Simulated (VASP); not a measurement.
Data:

```xyz
1
Lattice="-1.5656 1.5656 1.5656 1.5656 -1.5656 1.5656 1.5656 1.5656 -1.5656" Properties=species:S:1:pos:R:3 pbc="T T T"
Mo     0.0000     0.0000     0.0000
```

The numbers are results of PBEsol GGA, VASP's PBE PAW potentials (set 64) (plane waves; VASP), not measurements. Run with 500 eV cut-off, 16×16×16 Γ-centred mesh, first-order Methfessel-Paxton smearing of 0.10 eV, potentials Mo_sv.

Q: The ions, cell shape and volume at an external pressure of 5.0 GPa are relaxed. Predict the relaxed structure.

A: 
```xyz
1
Lattice="-1.5568 1.5568 1.5568 1.5568 -1.5568 1.5568 1.5568 1.5568 -1.5568" Properties=species:S:1:pos:R:3 pbc="T T T"
Mo     0.0000     0.0000     0.0000
```
Space group Im-3m (229), at a tolerance of 0.03 Å.

Q: How do energy and volume change from the first to the last step?

A: The energy (σ→0) changes by +3.8 meV/atom and the volume by -1.7 %, in 3 ionic steps.

```csv
step,E(σ→0) (eV),max force (eV/Å),pressure (GPa),volume (Å³)
1,-11.7834,0.000,0.00,15.35
2,-11.7135,0.000,22.75,14.31
3,-11.7795,0.000,4.90,15.09
```

The compound is Mo in the bcc structure. This run relaxes it under an external pressure of 5 GPa. Symmetry was kept, so distortions that lower it aren't found.
